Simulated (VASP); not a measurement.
Output of a VASP run:

### OSZICAR
```
       N       E                     dE             d eps       ncg     rms          rms(c)
DAV:   1     0.286739474912E+03    0.28674E+03   -0.17013E+04  1544   0.123E+03
DAV:   2    -0.158600533643E+02   -0.30260E+03   -0.29947E+03  1800   0.330E+02
DAV:   3    -0.312016666285E+02   -0.15342E+02   -0.15051E+02  1976   0.689E+01
DAV:   4    -0.314405113714E+02   -0.23884E+00   -0.23857E+00  1984   0.966E+00
DAV:   5    -0.314458693323E+02   -0.53580E-02   -0.53555E-02  2208   0.127E+00    0.108E+01
DAV:   6    -0.303467503983E+02    0.10991E+01   -0.49360E+00  1848   0.880E+00    0.735E+00
DAV:   7    -0.302994268189E+02    0.47324E-01   -0.49648E-01  1856   0.349E+00    0.321E+00
DAV:   8    -0.303143406558E+02   -0.14914E-01   -0.96397E-02  1984   0.148E+00    0.694E-01
DAV:   9    -0.303129199037E+02    0.14208E-02   -0.11055E-02  1992   0.529E-01    0.433E-01
DAV:  10    -0.303130888282E+02   -0.16892E-03   -0.31686E-03  1968   0.242E-01    0.116E-01
DAV:  11    -0.303131021237E+02   -0.13295E-04   -0.27034E-04  2000   0.718E-02    0.437E-02
DAV:  12    -0.303131451674E+02   -0.43044E-04   -0.64397E-05  1928   0.440E-02    0.291E-02
DAV:  13    -0.303131492759E+02   -0.41086E-05   -0.19424E-05  1768   0.205E-02    0.391E-03
DAV:  14    -0.303131493245E+02   -0.48604E-07   -0.69002E-07  1432   0.485E-03
   1 F= -.30313149E+02 E0= -.30312984E+02  d E =-.331235E-03
```

File OUTCAR:
```
------------------------ aborting loop because EDIFF is reached ----------------------------------------
  FORCE on cell =-STRESS in cart. coord.  units (eV):
  Direction    XX          YY          ZZ          XY          YZ          ZX
  --------------------------------------------------------------------------------------
  Total        4.1841229      4.1841247      0.4290957      0.0000000      0.0000000      0.0000000
  in kB       57.2040648     57.2040898      5.8664664      0.0000000      0.0000002      0.0000000
  external PRESSURE =      40.0915403 kB  Pullay stress =       0.0000000 kB
  volume of cell :      117.19
      direct lattice vectors                 reciprocal lattice vectors
     1.938777000  1.119354000  8.999983000     0.257894539  0.148895449  0.037037101
    -1.938777000  1.119354000  8.999983000    -0.257894539  0.148895449  0.037037101
     0.000000000 -2.238707000  8.999983000     0.000000000 -0.297790898  0.037037118
 POSITION                                       TOTAL-FORCE (eV/Angst)
 -----------------------------------------------------------------------------------
      0.00000      0.00000     10.77298         0.000000      0.000000      1.911634
      0.00000      0.00000     16.22697         0.000000     -0.000000     -1.911634
      0.00000      0.00000      0.00000         0.000000      0.000000      0.000000
      0.00000      0.00000      5.61599         0.000000      0.000000      2.172836
      0.00000      0.00000     21.38396         0.000000     -0.000000     -2.172836
 -----------------------------------------------------------------------------------
    total drift:                               -0.000000     -0.000000      0.000000
  FREE ENERGIE OF THE ION-ELECTRON SYSTEM (eV)
  ---------------------------------------------------
  free  energy   TOTEN  =       -30.3131493245 eV

  energy  without entropy=      -30.3128180892  energy(sigma->0) =      -30.31298371
```
(Selected blocks of OUTCAR.)

POSCAR:
```
Sm2S3
1
    1.9387770000     1.1193540000     8.9999830000
   -1.9387770000     1.1193540000     8.9999830000
    0.0000000000    -2.2387070000     8.9999830000
Sm S
2 3
Direct
  0.3990000000   0.3990000000   0.3990000000
  0.6010000000   0.6010000000   0.6010000000
  0.0000000000   0.0000000000   0.0000000000
  0.2080000000   0.2080000000   0.2080000000
  0.7920000000   0.7920000000   0.7920000000
```

Reconstruct the remaining input files.

This is not unique; one that fits is the input of the run itself, PBE GGA, plane waves, VASP's PBE PAW potentials (set 64).

### KPOINTS
```
Automatic mesh
0
Gamma
6 6 6
0 0 0
```

INCAR:
```
# general
SYSTEM =Sm2S3
PREC   =Accurate
ENCUT  =400
LREAL  =.False.
LASPH  =.True.
NELECT =40.02

# electronic loop
EDIFF  =1E-6
NELM   =100
ALGO   =Normal
LMAXMIX=6

# smearing
ISMEAR =0
SIGMA  =0.05

# functional
GGA    =PE

# ions
ISIF   =2

# output
LWAVE  =.False.
LCHARG =.False.
```

POTCAR, in this order: Sm_3 S (PBE.64 set). Program: vasp_std.

The 4f electrons are frozen in the core of the lanthanide potential, so 4f levels, which can set the real gap, and their magnetism are missing. The cell is charged, with a uniform compensating background.

The structure was generated: Sm2S3 was put into the Bi2Te3 type (R-3m), which need not be its known phase. The cell was not relaxed at this level. The k-mesh is coarse (spacing up to 0.31 per Å, 2π included), so the numbers may not be converged in it. The run is one of a series of settings (NELECT = 40.02 against the base run), some of them coarse on purpose.
